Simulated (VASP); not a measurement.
An input for Ansatz (written as the equivalent of a VASP run, and not itself run):

Ansatz 0.2 input:
```yaml
crystal:
  lattice:
    - [1.6515863, -5.4917075, 0.0000000]
    - [1.6515863, 5.4917075, 0.0000000]
    - [0.0000000, 0.0000000, 4.5265552]
  atoms:
    - { symbol: P, position: [0.0953588, 0.9046412, 0.9115622] }
    - { symbol: P, position: [0.4046412, 0.5953588, 0.4115622] }
    - { symbol: P, position: [0.5953588, 0.4046412, 0.5884378] }
    - { symbol: P, position: [0.9046412, 0.0953588, 0.0884378] }
kpoints:
  mp_grid: { grid: [7, 7, 5] }
hamiltonian:
  xc: r2scan
  pseudopotentials: { kind: paw }
scf:
  occupations: { method: gaussian, width: 0.05 }
  max_iter: 100
relax:
  max_steps: 40
  f_tol: 0.02
  cell: {}
output: { forces: true, stress: true, eigenvalues: true }
```

Task: Write the VASP files for the same calculation (r2SCAN).

Result: One answer among several that fit: 
### KPOINTS
```
Automatic mesh
0
Gamma
7 7 5
0 0 0
```

### POSCAR
```
P
1.0
  1.6515862975  -5.4917075093   0.0000000000
  1.6515862975   5.4917075093   0.0000000000
  0.0000000000   0.0000000000   4.5265551974
P
4
Cartesian
  1.6515862975   4.4443422058   4.1262366667
  1.6515862975   1.0473653035   1.8629590680
  1.6515862975  -1.0473653035   2.6635961294
  1.6515862975  -4.4443422058   0.4003185307
```

### INCAR
```
SYSTEM  =  P
PREC  =  Accurate; ENCUT  =  500; LREAL  =  .FALSE.
LASPH  =  .TRUE.
EDIFF  =  1E-6; NELM  =  100; ALGO  =  Normal
LMIXTAU  =  .TRUE.
ISMEAR  =  0; SIGMA  =  0.05
METAGGA  =  R2SCAN
IBRION  =  2; NSW  =  40; ISIF  =  3
EDIFFG  =  -0.02
LWAVE  =  .FALSE.; LCHARG  =  .FALSE.
```

POTCAR, in this order: P (PBE.64 set). Program: vasp_std.

What does not carry over: each code has its own PAW files, so the cut-off isn't converted (ENCUT is set for VASP's; basis.ecutwfc is left out, and Ansatz then takes the one that its files recommend); Ansatz stops its SCF on the density residual and VASP on the energy change (EDIFF).

The compound is P in the black structure. This run relaxes it. Symmetry was kept, so distortions that lower it aren't found.
